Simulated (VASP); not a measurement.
A run of VASP 6.6.1:

Contents of INCAR:

```
SYSTEM = NaAsF6
PREC = Accurate
ENCUT = 600
EDIFF = 1E-6
ISMEAR = 0
SIGMA = 0.05
LREAL = .False.
LASPH = .True.
NELM = 80
ALGO = Normal
ISIF = 3
LWAVE = .False.
LCHARG = .False.
METAGGA = R2SCAN
LMIXTAU = .True.
IVDW = 13
VDW_S6 = 1.0
VDW_S8 = 0.6018749
VDW_A1 = 0.51559235
VDW_A2 = 5.77342911
IBRION = 2
NSW = 60
EDIFFG = -0.02
```

The input KPOINTS:

```
Automatic mesh
0
Gamma
  6 6 6
  0 0 0
```

Contents of POSCAR:

```
NaAsF6
1.0
    0.0000000000      3.9830493200      3.9830493200
    3.9830493200      0.0000000000      3.9830493200
    3.9830493200      3.9830493200      0.0000000000
As Na F
1 1 6
Direct
    0.0000000000      0.0000000000      0.0000000000
    0.5000000000      0.5000000000      0.5000000000
    0.2183701200      0.7816298800      0.7816298800
    0.7816298800      0.2183701200      0.7816298800
    0.2183701200      0.2183701200      0.7816298800
    0.7816298800      0.2183701200      0.2183701200
    0.2183701200      0.7816298800      0.2183701200
    0.7816298800      0.7816298800      0.2183701200
```

Potentials or basis: VASP PAW PBE potentials, release 64 (As, Na_pv, F).

The run is started by

```console
$ cat potpaw_PBE.64/As/POTCAR potpaw_PBE.64/Na_pv/POTCAR potpaw_PBE.64/F/POTCAR > POTCAR
$ mpirun -np 1 vasp_std > vasp.out
```

Hardware: 1 thread of Intel(R) Xeon(R) Platinum 8488C (Sapphire Rapids) (shared host).

Estimate the wall time of this run.

Run time: 17 min on 1 thread of Intel(R) Xeon(R) Platinum 8488C (Sapphire Rapids), on a shared host, peak memory 0.42 GiB. Counts: scf iterations 68, k points 16, ion steps 6.
